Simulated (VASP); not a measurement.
Given:

```
CELL_PARAMETERS angstrom
      3.26352     0.00000     0.00000
     -1.63176     2.82629     0.00000
      0.00000     0.00000     5.14173
ATOMIC_POSITIONS crystal
  Mg 0.33333 0.66667 0.49665
  Zn 0.66667 0.33333 0.00349
  O  0.33333 0.66667 0.88322
  O  0.66667 0.33333 0.38862
```

Computed with PBEsol GGA, VASP's PBE PAW potentials (set 64) (plane waves; VASP). Run with 520 eV cut-off, 14×14×8 Γ-centred mesh, Gaussian smearing of 0.010 eV, potentials Mg Zn O.

Q: What does the run give for the energy per atom (σ→0)?

A: 
```yaml
energy per atom (σ→0): -5501 meV/atom
```

Total energies compare only between runs with the same potentials, cut-off and functional.

The structure comes from a computed database's MgZnO2 entry (P3m1); how it stands against other phases isn't given here. It was relaxed first.
